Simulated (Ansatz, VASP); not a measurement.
# Hf (Hafnium) in two plane-wave programs

Aim: how closely do two programs agree when they are given the same cell, functional and k mesh? The cell is taken from a series of runs on this material, whose earlier steps may have relaxed, scaled, displaced or heated it; both programs get it as it stands.

Main program and level: Ansatz 0.2.0; plane waves, with VASP 6.6.1 beside it; zone-centre phonons at PBE with D3(BJ).

### 1. Set-up

The structure is hexagonal, space group P6_3/mmc (No. 194). Conventional cell: a = 3.171 Å, b = 3.171 Å, c = 5.015 Å, α = 90.00°, β = 90.00°, γ = 120.00°. Nearest to Hf lie 12 Hf at 3.10 to 3.17 Å.

Coordinates:

```cif
data_structure
_symmetry_space_group_name_H-M 'P6_3/mmc'
_symmetry_Int_Tables_number 194
_cell_length_a 3.1713
_cell_length_b 3.1713
_cell_length_c 5.0153
_cell_angle_alpha 90.000
_cell_angle_beta 90.000
_cell_angle_gamma 120.000
_cell_volume 43.68
loop_
_atom_site_label
_atom_site_type_symbol
_atom_site_symmetry_multiplicity
_atom_site_Wyckoff_symbol
_atom_site_fract_x
_atom_site_fract_y
_atom_site_fract_z
_atom_site_occupancy
Hf1 Hf 2 c 0.33333 0.66667 0.25000 1
```

### 2. VASP: zone-centre phonons, PBE with D3(BJ)

Second derivatives magnify differences that forces hide, and they need a tight electronic threshold.

Lines of VASP's logs that name or quote its potential files are left out, and so is its time.

Input file INCAR:

```
SYSTEM = Hf
PREC = Accurate
ENCUT = 500
EDIFF = 1E-08
NELM = 120
ISMEAR = 1
SIGMA = 0.2
LREAL = .FALSE.
ALGO = Normal
GGA = PE
IVDW = 12
NBANDS = 16
LASPH = .TRUE.
LORBIT = 11
LWAVE = .FALSE.
LCHARG = .FALSE.
ISIF = 2
IBRION = 6
NFREE = 2
POTIM = 0.015
NSW = 1
GGA_COMPAT = .FALSE.
KPAR = 2
```

Input file POSCAR:

```
Hf
1.0
    3.1713054040      0.0000000000      0.0000000000
   -1.5856527020      2.7464310430      0.0000000000
    0.0000000000      0.0000000000      5.0153363908
Hf
2
Direct
    0.3333333333      0.6666666667      0.2500000000
    0.6666666667      0.3333333333      0.7500000000
```

Input file KPOINTS:

```
Automatic mesh
0
Gamma
15 15 8
0 0 0
```

Potentials, in the order of the species: Hf_pv (PBE family, release 64).

Run with:

```sh
mpirun -np 2 vasp_std
```

Numbers of over 12 decimals in the logs are rounded to 6 here.

The program printed:

```text
[banner, memory and clock lines left out]
running    2 mpi-ranks, on    1 nodes
 distrk:  each k-point on    1 cores,    2 groups
 distr:  one band on    1 cores,    1 groups

 POSCAR found type information on POSCAR Hf
 POSCAR found :  1 types and       2 ions
 LDA part: xc-table for (Slater+PW92), standard interpolation
 POSCAR, INCAR and KPOINTS ok, starting setup
 FFT: planning ... GRIDC
 FFT: planning ... GRID_SOFT
 FFT: planning ... GRID
 WAVECAR not read
 entering main loop
       N       E                     dE             d eps       ncg     rms          rms(c)
DAV:   1     0.462532563454E+02    0.46253E+02   -0.11301E+04  4352   0.115E+03
DAV:   2    -0.189329863353E+02   -0.65186E+02   -0.63757E+02  5736   0.248E+02
DAV:   3    -0.205135133252E+02   -0.15805E+01   -0.15742E+01  5704   0.264E+01
DAV:   4    -0.205258101266E+02   -0.12297E-01   -0.12295E-01  5344   0.285E+00
DAV:   5    -0.205259615686E+02   -0.15144E-03   -0.15144E-03  5696   0.263E-01    0.662E+01
DAV:   6    -0.200238762605E+02    0.50209E+00   -0.46700E-01  5200   0.470E+00    0.393E+01
DAV:   7    -0.198473328263E+02    0.17654E+00   -0.79878E-01  5272   0.590E+00    0.189E+00
DAV:   8    -0.198375863526E+02    0.97465E-02   -0.51099E-02  4992   0.156E+00    0.266E-01
DAV:   9    -0.198376926652E+02   -0.10631E-03   -0.10757E-03  5960   0.243E-01    0.190E-01
DAV:  10    -0.198376795351E+02    0.13130E-04   -0.55778E-05  5136   0.532E-02    0.225E-01
DAV:  11    -0.198376831272E+02   -0.35920E-05   -0.59465E-06  5632   0.188E-02    0.105E-02
DAV:  12    -0.198376831606E+02   -0.33435E-07   -0.41697E-07  5392   0.442E-03    0.311E-03
DAV:  13    -0.198376831182E+02    0.42466E-07   -0.10188E-08  4128   0.873E-04    0.175E-03
DAV:  14    -0.198376830760E+02    0.42187E-07   -0.93811E-10  3048   0.268E-04    0.300E-04
DAV:  15    -0.198376830739E+02    0.20698E-08   -0.16888E-10  2936   0.106E-04
   1 F= -.20761005E+02 E0= -.20762363E+02  d E =0.407550E-02
[...]
2 F= -.20760757E+02 E0= -.20762108E+02  d E =0.405352E-02
[...]
3 F= -.20760757E+02 E0= -.20762108E+02  d E =0.405351E-02
[...]
4 F= -.20760582E+02 E0= -.20761953E+02  d E =0.411035E-02
 Finite differences progress:
  Degree of freedom:   2/  2
  Displacement:        1/  2
  Total:               3/  4
 bond charge predicted
       N       E                     dE             d eps       ncg     rms          rms(c)
DAV:   1    -0.198267091072E+02    0.10553E-01   -0.25694E+00  6144   0.132E+01    0.843E-01
DAV:   2    -0.198372847460E+02   -0.10576E-01   -0.12084E-01  7048   0.258E+00    0.225E-01
DAV:   3    -0.198372861085E+02   -0.13625E-05   -0.11075E-03  8328   0.264E-01    0.846E-02
DAV:   4    -0.198372660723E+02    0.20036E-04   -0.95015E-05  7168   0.807E-02    0.313E-02
DAV:   5    -0.198372623082E+02    0.37642E-05   -0.15006E-05  7480   0.326E-02    0.644E-03
DAV:   6    -0.198372621081E+02    0.20010E-06   -0.95898E-07  8040   0.743E-03    0.252E-03
DAV:   7    -0.198372619620E+02    0.14610E-06   -0.32149E-07  7192   0.483E-03    0.718E-04
DAV:   8    -0.198372619601E+02    0.18890E-08   -0.19600E-08  6016   0.116E-03
   5 F= -.20760582E+02 E0= -.20761953E+02  d E =0.411036E-02
 Finite differences progress:
  Degree of freedom:   2/  2
  Displacement:        2/  2
  Total:               4/  4
```

OUTCAR, selected parts (step 2):

```text
ion  position               nearest neighbor table
   1  0.333  0.667  0.250-   2 3.10   2 3.10   2 3.10   2 3.10   2 3.10   2 3.10
   2  0.667  0.333  0.750-   1 3.10   1 3.10   1 3.10   1 3.10   1 3.10   1 3.10

  LATTYP: Found a hexagonal cell.
 ALAT       =     3.1713054040
 C/A-ratio  =     1.5814737945

 Subroutine GETGRP returns: Found 24 space group operations
 (whereof 12 operations were pure point group operations)

The static configuration has the point symmetry D_3d.
 The point group associated with its full space group is D_6h.

 Found    135 irreducible k-points:

   k-points           NKPTS =    135   k-points in BZ     NKDIM =    135   number of bands    NBANDS=     16

   dimension x,y,z NGX =    24 NGY =   24 NGZ =   40
   dimension x,y,z NGXF=    48 NGYF=   48 NGZF=   80

   ENCUT  =  500.0 eV  36.75 Ry    6.06 a.u.   5.78  5.78  9.14*2*pi/ulx,y,z

   NELECT =      20.0000    total number of electrons

 k-points in reciprocal lattice and weights: Automatic mesh
   0.00000000  0.00000000  0.00000000       0.001
   0.06666667  0.00000000  0.00000000       0.003
   0.13333333  0.00000000  0.00000000       0.003
   0.20000000 -0.00000000  0.00000000       0.003
   0.26666667  0.00000000  0.00000000       0.003
   0.33333333 -0.00000000  0.00000000       0.003
   0.40000000 -0.00000000  0.00000000       0.003
   0.46666667  0.00000000  0.00000000       0.003
   0.06666667  0.06666667  0.00000000       0.003
[...]
0.33333333  0.26666667  0.50000000       0.007
   0.33333333  0.33333333  0.50000000       0.001

 Edisp (eV)   -0.92332

 average (electrostatic) potential at core
       1 -37.1388       2 -37.1388

 E-fermi :   5.1012

 k-point     1 :       0.0000    0.0000    0.0000
  band No.  band energies     occupation
    ...
      4     -25.0360      2.00000
      5     -25.0296      2.00000
      6     -25.0296      2.00000
      7      -2.3762      2.00000
      8       1.3046      2.00000
      9       5.8141     -0.00001
     10       6.2724     -0.00000
     11       6.2724     -0.00000
     12       6.5672     -0.00000
     13       7.1208     -0.00000
    ...

 k-point     2 :       0.0667    0.0000    0.0000
  band No.  band energies     occupation
    ...
      4     -25.0580      2.00000
      5     -25.0417      2.00000
      6     -25.0331      2.00000
      7      -2.2375      2.00000
      8       1.4415      2.00000
      9       5.6211     -0.00147
     10       5.8967     -0.00000
     11       6.4029     -0.00000
     12       6.8512     -0.00000
     13       6.9771     -0.00000
    ...

 k-point     3 :       0.1333    0.0000    0.0000
  band No.  band energies     occupation
    ...
      5     -25.0589      2.00000
      6     -25.0436      2.00000
      7      -1.8347      2.00000
      8       1.8244      2.00000
      9       5.1234      0.81306
     10       5.3310     -0.06897
     11       6.5638     -0.00000
     12       6.7899     -0.00000
     13       7.2183     -0.00000
     14       7.2920     -0.00000
    ...

 Edisp (eV)   -0.92332

  Total      -0.10828    -0.10828    -0.13334     0.00000     0.00000    -0.00000
  in kB      -3.97151    -3.97151    -4.89052     0.00000     0.00000    -0.00000
  external pressure =       -4.28 kB  Pullay stress =        0.00 kB

  energy-cutoff  :      500.00
  volume of cell :       43.68
      direct lattice vectors                 reciprocal lattice vectors
     3.171305404  0.000000000  0.000000000     0.315327562  0.182054453  0.000000000
    -1.585652702  2.746431043  0.000000000     0.000000000  0.364108905  0.000000000
     0.000000000  0.000000000  5.015336391     0.000000000  0.000000000  0.199388420

 POSITION                                       TOTAL-FORCE (eV/Angst)
 -----------------------------------------------------------------------------------
     -0.00000      1.83095      1.23883        -0.000000      0.000000      0.056773
      1.58565      0.91548      3.76150         0.000000     -0.000000     -0.056773
 -----------------------------------------------------------------------------------
    total drift:                               -0.000000     -0.000000     -0.000881

  FREE ENERGIE OF THE ION-ELECTRON SYSTEM (eV)
  ---------------------------------------------------
  free  energy   TOTEN  =       -20.7605823869 eV

  energy  without entropy=      -20.7646927487  energy(sigma->0) =      -20.76195251

 Eigenvectors and eigenvalues of the dynamical matrix
 ----------------------------------------------------

   1 f  =    3.219697 THz    20.229953 2PiTHz  107.397533 cm-1    13.315591 meV
             X         Y         Z           dx          dy          dz
     -0.000000  1.830954  1.253834    -0.000000    0.000000   -0.707107
      1.585653  0.915477  3.761502     0.000000    0.000000    0.707107

   2 f  =    2.455329 THz    15.427290 2PiTHz   81.900975 cm-1    10.154422 meV
             X         Y         Z           dx          dy          dz
     -0.000000  1.830954  1.253834     0.707107    0.000001   -0.000000
      1.585653  0.915477  3.761502    -0.707107   -0.000001    0.000000

   3 f  =    2.455329 THz    15.427290 2PiTHz   81.900975 cm-1    10.154422 meV
             X         Y         Z           dx          dy          dz
     -0.000000  1.830954  1.253834    -0.000001    0.707107    0.000000
      1.585653  0.915477  3.761502     0.000001   -0.707107    0.000000

   4 f  =    0.000000 THz     0.000000 2PiTHz    0.000001 cm-1     0.000000 meV
             X         Y         Z           dx          dy          dz
     -0.000000  1.830954  1.253834     0.085507   -0.701918    0.000000
      1.585653  0.915477  3.761502     0.085507   -0.701918    0.000000

   5 f  =    0.000000 THz     0.000000 2PiTHz    0.000000 cm-1     0.000000 meV
             X         Y         Z           dx          dy          dz
     -0.000000  1.830954  1.253834     0.000000    0.000000    0.707107
      1.585653  0.915477  3.761502    -0.000000    0.000000    0.707107

   6 f/i=    0.000000 THz     0.000000 2PiTHz    0.000000 cm-1     0.000000 meV
             X         Y         Z           dx          dy          dz
     -0.000000  1.830954  1.253834    -0.701918   -0.085507    0.000000
      1.585653  0.915477  3.761502    -0.701918   -0.085507    0.000000

 ELASTIC MODULI CONTR FROM IONIC RELAXATION (kBar)
 Direction    XX          YY          ZZ          XY          YZ          ZX
 --------------------------------------------------------------------------------
 XX        -128.8559    128.8559     -0.0000     -0.0000      0.0000      0.0000
 YY         128.8559   -128.8559      0.0000      0.0000      0.0000      0.0000
 ZZ          -0.0000      0.0000     -0.0000     -0.0000      0.0000      0.0000
 XY          -0.0000      0.0000     -0.0000   -128.8559      0.0000      0.0000
 YZ           0.0000      0.0000      0.0000      0.0000      0.0000      0.0000
 ZX           0.0000      0.0000      0.0000      0.0000      0.0000      0.0000
 --------------------------------------------------------------------------------

 total charge
# of ion       s       p       d       tot
------------------------------------------
    1        0.399   6.399   1.576   8.373
    2        0.399   6.399   1.576   8.373
--------------------------------------------------
tot          0.798  12.797   3.151  16.747

[... 3 further parts left out ...]
```

Dispersion corrections of this kind ignore metallic screening and tend to overbind metals.

Levels, forces or a CONTCAR printed for this step are those of its last displaced cell, not of the structure at rest.

(Part 1 of 2 ends here.)

[Lines on the potential files, build, host, timing and source positions are cut from VASP's logs without a mark.]

[Logs are printed without paths, hosts, clocks, repeated set-up lines and the standing remarks that a program may print on its own settings, such as how far it seeks lower states.]

[Hosts, paths, dates, database ids (printed as entryN), source tags and the programs' standing remarks are cut or masked in the printed files.]
